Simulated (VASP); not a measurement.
All values below come from PBEsol GGA, VASP's PBE PAW potentials (set 64) (plane waves; VASP 6.6.1).

Input for VASP

**POSCAR**
```
GaPt3
1
   -1.8156850000     1.8156850000     4.0443350000
    1.8156850000    -1.8156850000     4.0443350000
    1.8156850000     1.8156850000    -4.0443350000
Pt Ga
3 1
Direct
  0.5000000000   0.5000000000   0.0000000000
  0.7500000000   0.2500000000   0.5000000000
  0.2500000000   0.7500000000   0.5000000000
  0.0000000000   0.0000000000   0.0000000000
```

### INCAR
```
SYSTEM = GaPt3
PREC = Accurate
ENCUT = 300
EDIFF = 1E-6
NELM = 100
ALGO = Normal
LREAL = .FALSE.
LASPH = .TRUE.
ISMEAR = -1
SIGMA = 0.1
GGA = PS
LMAXMIX = 6
LWAVE = .FALSE.
LCHARG = .FALSE.
ISIF = 2
```

### KPOINTS
```
Automatic mesh
0
Gamma
7 7 7
```

POTCAR, in this order: Pt Ga_d (PBE.64 set). Program: vasp_std.

At this cut-off the stress carries a Pulay error, which pulls relaxed volumes low. Unless said otherwise, spin-orbit coupling is left out, though it shifts the bands of the heavy elements here.

### Question
What does the run give for the energy per atom (σ→0), pressure, band gap (on the k-mesh)?

### Answer

```
Item                                                        Result
------------------------  ----------------------------------------
energy per atom (σ→0)                               -6.153 eV/atom
band gap (on the k-mesh)  none (metal, semimetal or under 0.01 eV)
pressure                                                 36.63 GPa
```

### OSZICAR
```
...
DAV:   7    -0.246769848086E+02    0.16780E+00   -0.28968E-01  2829   0.748E+00    0.478E+00
DAV:   8    -0.246620700346E+02    0.14915E-01   -0.33550E-02  2346   0.162E+00    0.414E-01
DAV:   9    -0.246603714631E+02    0.16986E-02   -0.93140E-03  2400   0.112E+00    0.168E-01
DAV:  10    -0.246601223979E+02    0.24907E-03   -0.16432E-03  2667   0.498E-01    0.356E-02
DAV:  11    -0.246601182478E+02    0.41501E-05   -0.12380E-04  2757   0.138E-01    0.134E-02
DAV:  12    -0.246601184922E+02   -0.24438E-06   -0.10254E-05  2285   0.316E-02    0.449E-03
DAV:  13    -0.246601185487E+02   -0.56450E-07   -0.71748E-07  1103   0.806E-03
   1 F= -.24660119E+02 E0= -.24610836E+02  d E =-.985654E-01
```

The structure was generated: GaPt3 was put into an ordered model structure, which need not be its known phase. The cell was not relaxed at this level. The k-mesh is coarse (spacing up to 0.35 per Å, 2π included), so the numbers may not be converged in it. The run is one of a series of settings (GGA = PS against the base run), some of them coarse on purpose. The electron count is odd and the run is not spin-polarised, which forces a metal.
